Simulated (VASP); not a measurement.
Level of theory: PBE GGA, VASP's PBE PAW potentials (set 64) (plane waves; VASP).

VASP ran on this input.

POSCAR:
```
W
1
   -1.5929847637     1.5929847637     1.5929847637
    1.5929847637    -1.5929847637     1.5929847637
    1.5929847637     1.5929847637    -1.5929847637
W
1
Direct
  0.0000000000   0.0000000000   0.0000000000
```

**KPOINTS**
```
Regular mesh
0
Gamma
  14 14 14
0 0 0
```

### INCAR
```
# general
SYSTEM =W
PREC   =Accurate
ENCUT  =480   # plane-wave cut-off (eV)
LREAL  =F   # projection in real space or not
LASPH  =T   # aspherical one-centre terms

# electronic loop
EDIFF  =1E-6   # SCF stop (eV)
NELM   =100
ALGO   =Normal   # blocked Davidson
LMAXMIX=6

# smearing
ISMEAR =1   # Methfessel-Paxton
SIGMA  =0.1   # width (eV)

# functional
GGA    =PE   # PBE

# ions
IBRION =2
NSW    =60   # most ionic steps
ISIF   =3
EDIFFG =-0.01   # ionic stop

# output
LWAVE  =F
LCHARG =F
```

POTCAR, in this order: W_sv (PBE.64 set). Program: vasp_std.

What will the output report for the number of irreducible k-points (NKPTS), largest plane-wave count, number of space-group operations, FFT grid (NGX, NGY, NGZ)?

```yaml
number of irreducible k-points (NKPTS): 104
largest_plane_wave_count: 398
number_of_space_group_operations: 48
FFT grid (NGX, NGY, NGZ): 20 × 20 × 20
```

The compound is W in the bcc structure. This run relaxes it. Symmetry was kept, so distortions that lower it aren't found. The start is the result of an earlier pass.
